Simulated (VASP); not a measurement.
```
CELL_PARAMETERS angstrom
      0.00000     3.04000     3.04000
      3.04000     0.00000     3.04000
      3.04000     3.04000     0.00000
ATOMIC_POSITIONS crystal
  Sr 0.00000 0.00000 0.00000
```

Calculation: PBE GGA with D3 dispersion (Becke-Johnson damping), VASP's PBE PAW potentials (set 64) (plane waves; VASP). Settings: 520 eV cut-off, 9×9×9 Γ-centred mesh, first-order Methfessel-Paxton smearing of 0.10 eV, potentials Sr_sv.

Energy and stress use the plane-wave basis of the starting cell.

Problem. The ions, cell shape and volume are relaxed. Which structure does the run end with?

Solution. 
```
CELL_PARAMETERS angstrom
      0.00000     2.96341     2.96341
      2.96341     0.00000     2.96341
      2.96341     2.96341     0.00000
ATOMIC_POSITIONS crystal
  Sr 0.00000 0.00000 0.00000
```
Space group Fm-3m (225), at a tolerance of 0.03 Å.

Problem. How do energy and volume change from the first to the last step?

Solution. The energy (σ→0) changes by -12.2 meV/atom and the volume by -7.4 %, in 3 ionic steps.

```
step  E(σ→0) (eV)  max force (eV/Å)  pressure (GPa)  volume (Å³)
----  -----------  ----------------  --------------  -----------
1         -1.8245             0.000           -0.86        56.19
2         -1.8345             0.000           -0.40        53.76
3         -1.8367             0.000            0.01        52.05
```

The compound is Sr in the fcc structure. This run relaxes it. Symmetry was kept, so distortions that lower it aren't found.
